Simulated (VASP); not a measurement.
Method: PBEsol GGA, VASP's PBE PAW potentials (set 64) (plane waves; VASP).

Input for VASP

File KPOINTS:
```
Automatic mesh
0
Gamma
  10 10 10
0 0 0
```

### POSCAR
```
NaCl
1
    0.0000000000     2.7959927619     2.7959927619
    2.7959927619     0.0000000000     2.7959927619
    2.7959927619     2.7959927619     0.0000000000
Na Cl
1 1
Direct
  0.0000000000   0.0000000000   0.0000000000
  0.5000000000   0.5000000000   0.5000000000
```

INCAR:
```
ALGO = Normal
CSHIFT = 0.1
EDIFF = 1E-7
ENCUT = 400
GGA = PS
ISMEAR = 0
LASPH = T
LCHARG = F
LOPTICS = T
LREAL = F
LWAVE = F
NBANDS = 33
NEDOS = 1001
NELM = 100
PREC = Accurate
SIGMA = 0.01
SYSTEM = NaCl
```

POTCAR, in this order: Na_pv Cl (PBE.64 set). Program: vasp_std.

Output

File OUTCAR:
```
 ion  position               nearest neighbor table
   1  0.000  0.000  0.000-
   2  0.500  0.500  0.500-
  LATTYP: Found a face centered cubic cell.
 ALAT       =     5.5919855238
 Subroutine PRICEL returns:
 Original cell was already a primitive cell.
 Subroutine GETGRP returns: Found 48 space group operations
The static configuration has the point symmetry O_h .
The dynamic configuration has the point symmetry O_h .
 Subroutine INISYM returns: Found 48 space group operations
 Subroutine IBZKPT returns following result:
 Found     47 irreducible k-points:

 Following reciprocal coordinates:
            Coordinates               Weight
  0.000000  0.000000  0.000000      1.000000
  0.100000  0.000000  0.000000      8.000000
  0.200000  0.000000  0.000000      8.000000
  0.300000  0.000000  0.000000      8.000000
  0.400000  0.000000  0.000000      8.000000
  0.500000  0.000000  0.000000      4.000000
  0.100000  0.100000  0.000000      6.000000
  0.200000  0.100000  0.000000     24.000000
  0.300000  0.100000  0.000000     24.000000
...
```

OSZICAR:
```
       N       E                     dE             d eps       ncg     rms          rms(c)
DAV:   1     0.113986940600E+03    0.11399E+03   -0.43178E+03  3207   0.358E+02
DAV:   2     0.941228702470E+00   -0.11305E+03   -0.10290E+03  3287   0.152E+02
DAV:   3    -0.707148386406E+01   -0.80127E+01   -0.79078E+01  3865   0.364E+01
DAV:   4    -0.715784460917E+01   -0.86361E-01   -0.86310E-01  3593   0.379E+00
DAV:   5    -0.715838293275E+01   -0.53832E-03   -0.53830E-03  3946   0.313E-01    0.189E+00
DAV:   6    -0.700461708753E+01    0.15377E+00   -0.10061E-01  3941   0.148E+00    0.128E+00
DAV:   7    -0.699482808866E+01    0.97890E-02   -0.36977E-02  4447   0.730E-01    0.986E-01
DAV:   8    -0.699826590288E+01   -0.34378E-02   -0.84266E-03  3595   0.371E-01    0.468E-01
DAV:   9    -0.699792545800E+01    0.34044E-03   -0.47849E-04  3842   0.783E-02    0.161E-01
DAV:  10    -0.699795175073E+01   -0.26293E-04   -0.64064E-05  3730   0.241E-02    0.443E-03
DAV:  11    -0.699795335816E+01   -0.16074E-05   -0.13383E-06  4004   0.388E-03    0.462E-03
DAV:  12    -0.699795336287E+01   -0.47094E-08   -0.17110E-07  3697   0.125E-03
   1 F= -.69979534E+01 E0= -.69979534E+01  d E =-.156325E-13
 imaginary and real dielectric function
```

### OUTCAR
```
------------------------ aborting loop because EDIFF is reached ----------------------------------------
  FORCE on cell =-STRESS in cart. coord.  units (eV):
  Direction    XX          YY          ZZ          XY          YZ          ZX
  --------------------------------------------------------------------------------------
  Total       -0.0009372     -0.0009372     -0.0009372      0.0000000      0.0000000      0.0000000
  in kB       -0.0343491     -0.0343491     -0.0343491      0.0000000      0.0000000      0.0000000
  external PRESSURE =      -0.0343491 kB  Pullay stress =       0.0000000 kB
  volume of cell :       43.72
      direct lattice vectors                 reciprocal lattice vectors
     0.000000000  2.795992762  2.795992762    -0.178827359  0.178827359  0.178827359
     2.795992762  0.000000000  2.795992762     0.178827359 -0.178827359  0.178827359
     2.795992762  2.795992762  0.000000000     0.178827359  0.178827359 -0.178827359
  FREE ENERGIE OF THE ION-ELECTRON SYSTEM (eV)
  ---------------------------------------------------
  free  energy   TOTEN  =        -6.9979533629 eV

  energy  without entropy=       -6.9979533629  energy(sigma->0) =       -6.99795336

 plasma frequency squared (from intraband transitions) (eV^2)
  --------------------------------------------------------------------------------------
       0.000       0.000       0.000
       0.000       0.000       0.000
       0.000       0.000       0.000

 plasma frequency squared (from interband transitions, int dw w eps(2)(w)) (eV^2)
  --------------------------------------------------------------------------------------
     282.570       0.000      -0.000       0.000      -0.000       0.000
      -0.000      -0.000     282.570       0.000       0.000      -0.000
      -0.000      -0.000       0.000       0.000     282.570       0.000
```
(Selected blocks of OUTCAR.)

The compound is NaCl in the rock salt structure. It was relaxed first.
